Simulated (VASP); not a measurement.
Given:

```
CELL_PARAMETERS angstrom
      0.00000     2.05897     2.05897
      2.05897     0.00000     2.05897
      2.05897     2.05897     0.00000
ATOMIC_POSITIONS crystal
  V  0.00000 0.00000 0.00000
  N  0.50000 0.50000 0.50000
```

These are optB88-vdW, VASP's PBE PAW potentials (set 64) (plane waves; VASP) values and carry that method's errors. Run with 520 eV cut-off, Gaussian smearing of 0.050 eV, potentials V_sv N.

Problem. Give the energies of bands 6 to 12 at the high-symmetry points, in eV from the Fermi level.

Solution. 
```
band      Γ      X      U      L      W
----  -----  -----  -----  -----  -----
6     -2.19  -6.52  -6.40  -8.76  -6.09
7     -2.19  -3.71  -6.37  -6.02  -6.09
8     -2.19  -3.59  -4.97  -6.02  -5.89
9     -1.50  -3.59  -1.13   0.58   0.15
10    -1.50   0.55   0.83   0.58   0.15
11    -1.50   1.19   1.28   1.46   1.19
12    -0.41   1.19   2.69   5.01   2.19
```

It has no gap at this level: it comes out as a metal or semimetal.

The compound is VN in the rock salt structure, which distorts at low temperature. It was relaxed first. The run is not spin-polarised, so no magnetic state was tried. VASP warned that the highest band is occupied, so more bands are needed.
